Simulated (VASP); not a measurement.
All values below come from MS2 meta-GGA, VASP's PBE PAW potentials (set 64) (plane waves; VASP).

A VASP calculation is set up with these files.

File KPOINTS:
```
Automatic
0
G
  6 6 6
```

### INCAR
```
ALGO = Normal
EDIFF = 1E-7
ENCUT = 520
ISIF = 2
ISMEAR = -5
LASPH = T
LCHARG = F
LEFG = T
LMAXMIX = 4
LMIXTAU = T
LORBIT = 11
LREAL = F
LWAVE = F
METAGGA = MS2
NEDOS = 601
NELM = 100
PREC = Accurate
SYSTEM = BaZrO3
```

### POSCAR
```
BaZrO3
1
    4.2060412333     0.0000000000     0.0000000000
   -0.0000000000     4.2060412333     0.0000000000
    0.0000000000    -0.0000000000     4.2060412333
Ba Zr O
1 1 3
Direct
  0.0000000000   0.0000000000   0.0000000000
  0.5000000000   0.5000000000   0.5000000000
  0.5000000000   0.0000000000   0.5000000000
  0.0000000000   0.5000000000   0.5000000000
  0.5000000000   0.5000000000   0.0000000000
```

### KPOINTS_OPT
```
k-points along high-symmetry lines
10
Line-mode
Reciprocal
  0.000000   0.000000   0.000000 ! GAMMA
  0.000000   0.500000   0.000000 ! X

  0.000000   0.500000   0.000000 ! X
  0.500000   0.500000   0.000000 ! M

  0.500000   0.500000   0.000000 ! M
  0.000000   0.000000   0.000000 ! GAMMA

  0.000000   0.000000   0.000000 ! GAMMA
  0.500000   0.500000   0.500000 ! R

  0.500000   0.500000   0.500000 ! R
  0.000000   0.500000   0.000000 ! X

  0.500000   0.500000   0.500000 ! R
  0.500000   0.500000   0.000000 ! M
```

POTCAR, in this order: Ba_sv Zr_sv O (PBE.64 set). Program: vasp_std.

Output of the run:

**OUTCAR**
```
 ion  position               nearest neighbor table
   1  0.000  0.000  0.000-   3 2.97   4 2.97   5 2.97   3 2.97   4 2.97   4 2.97   5 2.97   4 2.97
                             3 2.97   5 2.97   3 2.97   5 2.97   2 3.64   2 3.64   2 3.64   2 3.64
   2  0.500  0.500  0.500-   3 2.10   4 2.10   5 2.10   5 2.10   3 2.10   4 2.10   1 3.64   1 3.64
                             1 3.64   1 3.64   1 3.64   1 3.64   1 3.64   1 3.64
   3  0.500  0.000  0.500-   2 2.10   2 2.10   1 2.97   1 2.97   1 2.97   1 2.97
   4  0.000  0.500  0.500-   2 2.10   2 2.10   1 2.97   1 2.97   1 2.97   1 2.97
   5  0.500  0.500  0.000-   2 2.10   2 2.10   1 2.97   1 2.97   1 2.97   1 2.97
  LATTYP: Found a simple cubic cell.
 ALAT       =     4.2060412333
 Subroutine PRICEL returns:
 Original cell was already a primitive cell.
 Subroutine GETGRP returns: Found 48 space group operations
The static configuration has the point symmetry O_h .
The dynamic configuration has the point symmetry O_h .
 Subroutine INISYM returns: Found 48 space group operations
 Subroutine IBZKPT returns following result:
 Found     20 irreducible k-points:

 Following reciprocal coordinates:
            Coordinates               Weight
  0.000000  0.000000  0.000000      1.000000
  0.166667  0.000000  0.000000      6.000000
  0.333333  0.000000  0.000000      6.000000
  0.500000  0.000000  0.000000      3.000000
  0.166667  0.166667  0.000000     12.000000
  0.333333  0.166667  0.000000     24.000000
  0.500000  0.166667  0.000000     12.000000
  0.333333  0.333333  0.000000     12.000000
  0.500000  0.333333  0.000000     12.000000
  0.500000  0.500000  0.000000      3.000000
  0.166667  0.166667  0.166667      8.000000
  0.333333  0.166667  0.166667     24.000000
  0.500000  0.166667  0.166667     12.000000
  0.333333  0.333333  0.166667     24.000000
  0.500000  0.333333  0.166667     24.000000
  0.500000  0.500000  0.166667      6.000000
  0.333333  0.333333  0.333333      8.000000
  0.500000  0.333333  0.333333     12.000000
  0.500000  0.500000  0.333333      6.000000
  0.500000  0.500000  0.500000      1.000000
   k-points           NKPTS =     20   k-points in BZ     NKDIM =     20   number of bands    NBANDS=     24
   number of dos      NEDOS =    601   number of ions     NIONS =      5
   total plane-waves  NPLWV =  32768
   dimension x,y,z NGX =    32 NGY =   32 NGZ =   32
   dimension x,y,z NGXF=    64 NGYF=   64 NGZF=   64
   ions per type =               1   1   3
   PREC   = accura    normal or accurate (medium, high low for compatibility)
   ISTART =      0    job   : 0-new  1-cont  2-samecut
   ICHARG =      2    charge: 1-file 2-atom 10-const
   ISPIN  =      1    spin polarized calculation?
   LNONCOLLINEAR =      F non collinear calculations
   LSORBIT =      F    spin-orbit coupling
   INIWAV =      1    electr: 0-lowe 1-rand  2-diag
   ENCUT  =  520.0 eV  38.22 Ry    6.18 a.u.   7.82  7.82  7.82*2*pi/ulx,y,z
   NELM   =    100;   NELMIN=  2; NELMDL= -5     # of ELM steps
   EDIFF  = 0.1E-06   stopping-criterion for ELM
   LREAL  =      F    real-space projection
   NLSPLINE    = F    spline interpolate recip. space projectors
   LMAXMIX     =    4 max onsite mixed and CHGCAR
   VOSKOWN=      0    Vosko Wilk Nusair interpolation
   EDIFFG = 0.1E-05   stopping-criterion for IOM
   NSW    =      0    number of steps for IOM
   NBLOCK =      1;   KBLOCK =      1    inner block; outer block
   IBRION =     -1    ionic relax: 0-MD 1-quasi-New 2-CG
   NFREE  =      0    steps in history (QN), initial steepest desc. (CG)
   ISIF   =      2    stress and relaxation
   ISYM   =      2    0-nonsym 1-usesym 2-fastsym
   TEIN   =    0.0    initial temperature
   TEBEG  =    0.0;   TEEND  =   0.0 temperature during run
   SMASS  =  -3.00    Nose mass-parameter (am)
   PSTRESS=    0.0 pullay stress
   NELECT =      40.0000    total number of electrons
   EFERMI =   0.00;   METHOD = LEGACY
   ISMEAR =    -5;   SIGMA  =   0.20  broadening in eV -4-tet -1-fermi 0-gaus
...
```

OSZICAR:
```
       N       E                     dE             d eps       ncg     rms          rms(c)
DAV:   1     0.269596295796E+03    0.26960E+03   -0.21238E+04   960   0.155E+03
DAV:   2    -0.680112316112E+02   -0.33761E+03   -0.33272E+03  1248   0.382E+02
DAV:   3    -0.981955574909E+02   -0.30184E+02   -0.30103E+02  1856   0.914E+01
DAV:   4    -0.996470636461E+02   -0.14515E+01   -0.14240E+01  1192   0.177E+01
DAV:   5    -0.996907256246E+02   -0.43662E-01   -0.43278E-01  1168   0.244E+00    0.531E+01
DAV:   6    -0.456520932366E+02    0.54039E+02   -0.22601E+02  1336   0.626E+01    0.236E+01
DAV:   7    -0.470565641425E+02   -0.14045E+01   -0.65850E+01  1208   0.450E+01    0.160E+01
DAV:   8    -0.518503195655E+02   -0.47938E+01   -0.18417E+01  1328   0.309E+01    0.138E+01
DAV:   9    -0.500435015138E+02    0.18068E+01   -0.16374E+01  1592   0.161E+01    0.108E+01
DAV:  10    -0.419920482743E+02    0.80515E+01   -0.24478E+01  1400   0.284E+01    0.329E+00
DAV:  11    -0.430145998290E+02   -0.10226E+01   -0.15659E+00  1440   0.886E+00    0.343E+00
DAV:  12    -0.428728462071E+02    0.14175E+00   -0.34583E-01  1176   0.469E+00    0.252E+00
DAV:  13    -0.429533468301E+02   -0.80501E-01   -0.17508E-01  1344   0.306E+00    0.877E-01
DAV:  14    -0.429684484565E+02   -0.15102E-01   -0.19437E-01  1416   0.160E+00    0.808E-01
DAV:  15    -0.429605063048E+02    0.79422E-02   -0.17962E-02  1600   0.857E-01    0.951E-01
DAV:  16    -0.429594211709E+02    0.10851E-02   -0.90096E-03  1336   0.842E-01    0.485E-01
DAV:  17    -0.429602446562E+02   -0.82349E-03   -0.33573E-03  1032   0.609E-01    0.199E-01
DAV:  18    -0.429602576853E+02   -0.13029E-04   -0.78975E-04  1112   0.298E-01    0.155E-01
DAV:  19    -0.429603632557E+02   -0.10557E-03   -0.18568E-04  1536   0.105E-01    0.444E-02
DAV:  20    -0.429603917161E+02   -0.28460E-04   -0.76627E-05  1432   0.659E-02    0.471E-02
DAV:  21    -0.429604205752E+02   -0.28859E-04   -0.75533E-05  1568   0.470E-02    0.621E-02
DAV:  22    -0.429604196433E+02    0.93187E-06   -0.25300E-05  1464   0.431E-02    0.220E-02
DAV:  23    -0.429604306646E+02   -0.11021E-04   -0.78508E-06  1144   0.282E-02    0.143E-02
DAV:  24    -0.429604317897E+02   -0.11252E-05   -0.12729E-06  1512   0.688E-03    0.118E-02
DAV:  25    -0.429604320285E+02   -0.23874E-06   -0.41359E-07  1160   0.646E-03    0.632E-03
DAV:  26    -0.429604326144E+02   -0.58588E-06   -0.73817E-07  1496   0.622E-03    0.112E-03
DAV:  27    -0.429604327053E+02   -0.90941E-07   -0.29991E-08   680   0.138E-03
   1 F= -.42960433E+02 E0= -.42960433E+02  d E =0.000000E+00
       N       E                     dE             ncg
       N       E                     dE             ncg
       N       E                     dE             ncg
```

OUTCAR:
```
------------------------ aborting loop because EDIFF is reached ----------------------------------------
  FORCE on cell =-STRESS in cart. coord.  units (eV):
  Direction    XX          YY          ZZ          XY          YZ          ZX
  --------------------------------------------------------------------------------------
  Total       -0.0034782     -0.0034782     -0.0034782     -0.0000000      0.0000000     -0.0000000
  in kB       -0.0748926     -0.0748926     -0.0748926     -0.0000000      0.0000000     -0.0000000
  external PRESSURE =      -0.0748926 kB  Pullay stress =       0.0000000 kB
  volume of cell :       74.41
      direct lattice vectors                 reciprocal lattice vectors
     4.206041233  0.000000000  0.000000000     0.237753256  0.000000000  0.000000000
     0.000000000  4.206041233  0.000000000     0.000000000  0.237753256  0.000000000
     0.000000000  0.000000000  4.206041233     0.000000000  0.000000000  0.237753256
 POSITION                                       TOTAL-FORCE (eV/Angst)
 -----------------------------------------------------------------------------------
      0.00000      0.00000      0.00000         0.000000      0.000000      0.000000
      2.10302      2.10302      2.10302         0.000000      0.000000      0.000000
      2.10302      0.00000      2.10302         0.000000      0.000000      0.000000
      0.00000      2.10302      2.10302         0.000000      0.000000      0.000000
      2.10302      2.10302      0.00000         0.000000      0.000000      0.000000
 -----------------------------------------------------------------------------------
    total drift:                                0.000000     -0.000000     -0.000000
  FREE ENERGIE OF THE ION-ELECTRON SYSTEM (eV)
  ---------------------------------------------------
  free  energy   TOTEN  =       -42.9604327053 eV

  energy  without entropy=      -42.9604327053  energy(sigma->0) =      -42.96043271

 total charge

# of ion       s       p       d       tot
------------------------------------------
    1        2.004   5.644   0.248   7.896
    2        2.178   6.078   1.355   9.611
    3        1.587   3.501   0.000   5.088
    4        1.587   3.501   0.000   5.088
    5        1.587   3.501   0.000   5.088
--------------------------------------------------
tot          8.945  22.225   1.603  32.772

 Electric field gradients after diagonalization (V/A^2)
 (convention: |V_zz| > |V_xx| > |V_yy|)
----------------------------------------------------------------------
 ion       V_xx      V_yy      V_zz     asymmetry (V_yy - V_xx)/ V_zz
----------------------------------------------------------------------
   1      -0.000    -0.000    -0.000      -0.034
   2      -0.000    -0.000     0.000       0.451
   3       8.552     8.552   -17.105       0.000
   4       8.552     8.552   -17.105       0.000
   5       8.552     8.552   -17.105       0.000
```
(Selected blocks of OUTCAR.)

The compound is BaZrO3 in the cubic perovskite structure. It was relaxed first.
